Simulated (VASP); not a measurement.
## ZnPb2N2 under changes of volume

One of the cells (22.095 Å³/atom); the others are scaled copies at fixed shape and fractional positions:

```xyz
5
Lattice="3.6980 0.0000 0.0000 -1.8490 3.2025 0.0000 0.0000 0.0000 9.3285" Properties=species:S:1:pos:R:3 pbc="T T T"
Pb    0.0000    2.1350    7.5847
Pb    1.8490    1.0675    1.7438
Zn    0.0000    0.0000    4.6643
N     0.0000    0.0000    2.8142
N     0.0000    0.0000    6.5143
```

The cell comes from a database or a generator and needn't be the stable form of this composition.

| Property | Result |
| --- | --- |
| Program | VASP 6.6.1 |
| Functional | PBE |
| Potentials or basis | VASP PAW PBE potentials, release 64 (Pb_d, Zn, N) |
| Cutoff | 520 eV |
| k mesh | 8 × 8 × 3 |
| Occupations | fermi-dirac, width 0.05 eV |
| Spin | no spin polarisation |

```csv
volume (Å³/atom),energy over the lowest point (meV/atom),pressure (GPa),gap on the mesh (eV),largest force (eV/Å)
20.362,16.94,4.8,0.76,0.544
20.796,?,?,?,?
21.229,0.10,1.4,0.70,0.158
22.095,0.00,-1.4,0.65,0.178
22.529,5.17,-2.6,0.62,0.329
22.962,13.35,-3.6,0.60,0.471
```

**Question.** What does the run at 20.796 Å³/atom give?

**Answer.** Energy over the lowest point 6.20 meV/atom; pressure 3.0 GPa; gap on the mesh 0.73 eV; largest force 0.344 eV/Å.

Worked out: A Birch-Murnaghan fit of order 3 (a polynomial in V^(-2/3)) to the other rows has its minimum at 21.66 Å³/atom with B0 = V·E''(V) = 69 GPa and B' = 4.4 at fixed shape and positions, which overstates the stiffness. It gives 6.18 meV/atom at 20.796 Å³/atom, against the run's 6.20, and -dE/dV = 3.1 GPa, against 3.0. A straight line through the other rows of the gap, of slope -1.34 eV per unit of ln V, gives 0.73 eV, against the run's 0.73.

Energies are extrapolated to zero smearing.

Caveats: spin-orbit coupling is left out, which as a rule narrows the gap of such compounds by several tenths of an eV; an odd mesh through Γ misses points on the zone boundary, where band edges often lie.
